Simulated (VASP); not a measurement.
Level of theory: r2SCAN meta-GGA, VASP's PBE PAW potentials (set 64) (plane waves; VASP).

The input files of a VASP run:

File POSCAR:
```
Ti
1
    1.4673342512    -2.5414975327     0.0000000000
    1.4673342512     2.5414975327     0.0000000000
    0.0000000000     0.0000000000     4.6312079152
Ti
2
Direct
  0.3333330000   0.6666670000   0.2500000000
  0.6863404403   0.3136595597   0.7500000000
```

**KPOINTS**
```
Automatic mesh
0
Gamma
14 14 8
0 0 0
```

INCAR:
```
! general
SYSTEM  = Ti
PREC    = Accurate
ENCUT   = 480
LREAL   = .FALSE.
LASPH   = .TRUE.   ! aspherical one-centre terms

! electronic loop
EDIFF   = 1E-7
NELM    = 100   ! most electronic steps
ALGO    = Normal   ! blocked Davidson
LMAXMIX = 4
LMIXTAU = .TRUE.

! smearing
ISMEAR  = 1
SIGMA   = 0.1   ! width (eV)

! functional
METAGGA = R2SCAN

! ions
ISIF    = 2

! output
LWAVE   = .FALSE.
LCHARG  = .FALSE.
```

POTCAR, in this order: Ti_sv (PBE.64 set). Program: vasp_std.

The resulting files:

OUTCAR:
```
 ion  position               nearest neighbor table
   1  0.333  0.667  0.250-   2 2.84   2 2.84   2 2.84   2 2.84
   2  0.686  0.314  0.750-   1 2.84   1 2.84   1 2.84   1 2.84
  LATTYP: Found a hexagonal cell.
 ALAT       =     2.9346685526
 C/A-ratio  =     1.5781025462
 Subroutine PRICEL returns:
 Original cell was already a primitive cell.
 Subroutine GETGRP returns: Found  8 space group operations
The static configuration has the point symmetry C_1h.
 The point group associated with its full space group is D_2h.
The dynamic configuration has the point symmetry C_1h.
 Subroutine INISYM returns: Found  8 space group operations
 Subroutine IBZKPT returns following result:
 Found    285 irreducible k-points:

 Following reciprocal coordinates:
            Coordinates               Weight
  0.000000  0.000000  0.000000      1.000000
  0.071429 -0.000000  0.000000      4.000000
 -0.071429  0.071429  0.000000      2.000000
  0.142857 -0.000000  0.000000      4.000000
 -0.142857  0.142857  0.000000      2.000000
  0.214286 -0.000000  0.000000      4.000000
 -0.214286  0.214286  0.000000      2.000000
...
```

OSZICAR:
```
       N       E                     dE             d eps       ncg     rms          rms(c)
DAV:   1     0.236768144592E+03    0.23677E+03   -0.13434E+04  9128   0.183E+03
DAV:   2    -0.340061489436E+01   -0.24017E+03   -0.23887E+03  9424   0.497E+02
DAV:   3    -0.331545962418E+02   -0.29754E+02   -0.29545E+02 17976   0.141E+02
DAV:   4    -0.344938344151E+02   -0.13392E+01   -0.13389E+01  9472   0.317E+01
DAV:   5    -0.345701386059E+02   -0.76304E-01   -0.76303E-01 15128   0.535E+00    0.145E+01
DAV:   6    -0.271739249687E+02    0.73962E+01   -0.20895E+01 11400   0.611E+01    0.195E+00
DAV:   7    -0.246114969377E+02    0.25624E+01   -0.30544E+00 15048   0.141E+01    0.245E+00
DAV:   8    -0.254190348100E+02   -0.80754E+00   -0.59902E-01 12224   0.503E+00    0.191E+00
DAV:   9    -0.259709312115E+02   -0.55190E+00   -0.70499E-01  9136   0.110E+01    0.180E+00
DAV:  10    -0.258902987490E+02    0.80632E-01   -0.24420E-01 10624   0.565E+00    0.370E-01
DAV:  11    -0.258957633291E+02   -0.54646E-02   -0.11919E-02 12768   0.958E-01    0.247E-01
DAV:  12    -0.258893865275E+02    0.63768E-02   -0.16397E-02 12360   0.118E+00    0.920E-02
DAV:  13    -0.258899861223E+02   -0.59959E-03   -0.21770E-03 11040   0.492E-01    0.290E-02
DAV:  14    -0.258898332441E+02    0.15288E-03   -0.36536E-04 10528   0.191E-01    0.118E-02
DAV:  15    -0.258898881511E+02   -0.54907E-04   -0.10128E-04 11320   0.119E-01    0.775E-03
DAV:  16    -0.258899047309E+02   -0.16580E-04   -0.21209E-05 12840   0.434E-02    0.731E-03
DAV:  17    -0.258899032995E+02    0.14314E-05   -0.62225E-07  9080   0.774E-03    0.595E-03
DAV:  18    -0.258899065683E+02   -0.32689E-05   -0.36912E-06  9648   0.212E-02    0.251E-03
DAV:  19    -0.258899065977E+02   -0.29405E-07   -0.48057E-07 11768   0.587E-03
   1 F= -.25889907E+02 E0= -.25890218E+02  d E =0.934333E-03
```

File OUTCAR:
```
------------------------ aborting loop because EDIFF is reached ----------------------------------------
  FORCE on cell =-STRESS in cart. coord.  units (eV):
  Direction    XX          YY          ZZ          XY          YZ          ZX
  --------------------------------------------------------------------------------------
  Total        0.3520005     -0.2508358      0.0958167     -0.0000000     -0.0000000      0.0000000
  in kB       16.3271664    -11.6347502      4.4443541     -0.0000000     -0.0000000      0.0000000
  external PRESSURE =       3.0455901 kB  Pullay stress =       0.0000000 kB
  volume of cell :       34.54
      direct lattice vectors                 reciprocal lattice vectors
     1.467334251 -2.541497533  0.000000000     0.340753989 -0.196734403  0.000000000
     1.467334251  2.541497533  0.000000000     0.340753989  0.196734403  0.000000000
     0.000000000  0.000000000  4.631207915     0.000000000  0.000000000  0.215926389
 POSITION                                       TOTAL-FORCE (eV/Angst)
 -----------------------------------------------------------------------------------
      1.46733      0.84717      1.15780         0.000000     -0.196174      0.000000
      1.46733     -0.94717      3.47341         0.000000      0.196174      0.000000
 -----------------------------------------------------------------------------------
    total drift:                               -0.000000     -0.000017     -0.000000
  FREE ENERGIE OF THE ION-ELECTRON SYSTEM (eV)
  ---------------------------------------------------
  free  energy   TOTEN  =       -25.8899065977 eV

  energy  without entropy=      -25.8908409305  energy(sigma->0) =      -25.89021804
```
(Selected blocks of OUTCAR.)

### OUTCAR
```
 val. band max:        8.4563627246   @ k =  -0.2143   0.1429   0.3750

 cond. band min:       8.4741850281   @ k =  -0.2143   0.5000   0.3750


 Fermi energy:         8.4593245192

 k-point     1 :       0.0000    0.0000    0.0000
  band No.  band energies     occupation
      1     -50.7674      2.00000
      2     -50.6175      2.00000
      3     -26.3449      2.00000
      4     -25.6737      2.00000
      5     -25.6410      2.00000
      6     -25.5839      2.00000
      7     -25.5613      2.00000
      8     -25.5428      2.00000
      9       1.8320      2.00000
     10       5.5845      2.00000
     11       9.0737     -0.00000
     12       9.2835     -0.00000
     13       9.3793     -0.00000
     14       9.3827     -0.00000
     15       9.8558     -0.00000
     16       9.9439     -0.00000

 k-point     2 :       0.0714   -0.0000    0.0000
  band No.  band energies     occupation
      1     -50.7618      2.00000
      2     -50.6155      2.00000
      3     -26.3325      2.00000
      4     -25.6946      2.00000
      5     -25.6526      2.00000
      6     -25.5894      2.00000
      7     -25.5766      2.00000
      8     -25.5558      2.00000
      9       1.9816      2.00000
     10       5.7023      2.00000
     11       8.8314     -0.00000
     12       9.0200     -0.00000
     13       9.4565     -0.00000
     14       9.5734     -0.00000
     15       9.8709     -0.00000
     16       9.9789     -0.00000

 k-point     3 :      -0.0714    0.0714    0.0000
  band No.  band energies     occupation
      1     -50.7621      2.00000
      2     -50.6152      2.00000
      3     -26.3338      2.00000
      4     -25.6812      2.00000
      5     -25.6661      2.00000
      6     -25.5879      2.00000
      7     -25.5855      2.00000
      8     -25.5465      2.00000
      9       1.9811      2.00000
     10       5.6966      2.00000
     11       8.7967     -0.00002
     12       9.0679     -0.00000
     13       9.3898     -0.00000
...
```

The compound is Ti in the hcp structure. This cell was strained or had an atom moved on purpose.
